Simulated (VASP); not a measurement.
Output of a VASP run:

File OSZICAR:
```
       N       E                     dE             d eps       ncg     rms          rms(c)
DAV:   1     0.131706428982E+03    0.13171E+03   -0.10031E+04   512   0.109E+03
DAV:   2    -0.573920833367E+01   -0.13745E+03   -0.13350E+03   688   0.228E+02
DAV:   3    -0.128549069976E+02   -0.71157E+01   -0.71109E+01   688   0.577E+01
DAV:   4    -0.130574290724E+02   -0.20252E+00   -0.20250E+00   888   0.821E+00
DAV:   5    -0.130595721584E+02   -0.21431E-02   -0.21431E-02   712   0.713E-01    0.130E+01
DAV:   6    -0.127632730670E+02    0.29630E+00   -0.78266E-01   632   0.508E+00    0.850E+00
DAV:   7    -0.127734840977E+02   -0.10211E-01   -0.45769E-01   800   0.417E+00    0.204E+00
DAV:   8    -0.127777705641E+02   -0.42865E-02   -0.64331E-02   640   0.148E+00    0.319E-01
DAV:   9    -0.127792141150E+02   -0.14436E-02   -0.25806E-03   736   0.312E-01    0.120E-01
DAV:  10    -0.127805589719E+02   -0.13449E-02   -0.11539E-03   544   0.221E-01    0.309E-02
DAV:  11    -0.127806377815E+02   -0.78810E-04   -0.10305E-04   792   0.571E-02    0.381E-02
DAV:  12    -0.127806493786E+02   -0.11597E-04   -0.14690E-05   616   0.218E-02    0.128E-02
DAV:  13    -0.127806524185E+02   -0.30399E-05   -0.79255E-06   672   0.153E-02    0.317E-03
DAV:  14    -0.127806523805E+02    0.38016E-07   -0.28099E-07   536   0.388E-03
   1 F= -.12780652E+02 E0= -.12780652E+02  d E =-.152716E-12
```

OUTCAR:
```
------------------------ aborting loop because EDIFF is reached ----------------------------------------
  FORCE on cell =-STRESS in cart. coord.  units (eV):
  Direction    XX          YY          ZZ          XY          YZ          ZX
  --------------------------------------------------------------------------------------
  Total        0.5300798      0.5300798      0.5300798      0.0000000      0.0000000     -0.0000000
  in kB        9.9895421      9.9895421      9.9895421      0.0000000      0.0000000     -0.0000000
  external PRESSURE =       9.9895421 kB  Pullay stress =       0.0000000 kB
  volume of cell :       85.02
      direct lattice vectors                 reciprocal lattice vectors
     0.000000000  3.490000000  3.490000000    -0.143266476  0.143266476  0.143266476
     3.490000000  0.000000000  3.490000000     0.143266476 -0.143266476  0.143266476
     3.490000000  3.490000000  0.000000000     0.143266476  0.143266476 -0.143266476
 POSITION                                       TOTAL-FORCE (eV/Angst)
 -----------------------------------------------------------------------------------
      0.00000      0.00000      0.00000         0.000000      0.000000     -0.000000
      1.74500      1.74500      1.74500         0.000000      0.000000      0.000000
      5.23500      5.23500      5.23500        -0.000000     -0.000000      0.000000
 -----------------------------------------------------------------------------------
    total drift:                                0.000000     -0.000000      0.000000
  FREE ENERGIE OF THE ION-ELECTRON SYSTEM (eV)
  ---------------------------------------------------
  free  energy   TOTEN  =       -12.7806523805 eV

  energy  without entropy=      -12.7806523805  energy(sigma->0) =      -12.78065238
```
(Selected blocks of OUTCAR.)

### POSCAR
```
SrCl2
1
    0.0000000000     3.4900000000     3.4900000000
    3.4900000000     0.0000000000     3.4900000000
    3.4900000000     3.4900000000     0.0000000000
Sr Cl
1 2
Direct
  0.0000000000   0.0000000000   0.0000000000
  0.2500000000   0.2500000000   0.2500000000
  0.7500000000   0.7500000000   0.7500000000
```

**Question.** Reconstruct the remaining input files.

**Answer.** Several could match; the one computed here: the input of the run itself, PBE GGA, plane waves, VASP's PBE PAW potentials (set 64).

**INCAR**
```
! general
SYSTEM   =  SrCl2
PREC     =  Accurate
ENCUT    =  400
LREAL    =  F
LASPH    =  T
ISYM     =  1

! electronic loop
EDIFF    =  1E-6
NELM     =  100
ALGO     =  Normal
LMAXMIX  =  4

! smearing
ISMEAR   =  0
SIGMA    =  0.05

! functional
GGA      =  PE

! ions
ISIF     =  2

! output
LWAVE    =  F
LCHARG   =  F
```

KPOINTS:
```
Automatic mesh
0
Gamma
6 6 6
0 0 0
```

POTCAR, in this order: Sr_sv Cl (PBE.64 set). Program: vasp_std.

The compound is SrCl2 in the fluorite structure. The cell was not relaxed at this level. The run is one of a series of settings (ISYM = 1 against the base run), some of them coarse on purpose.
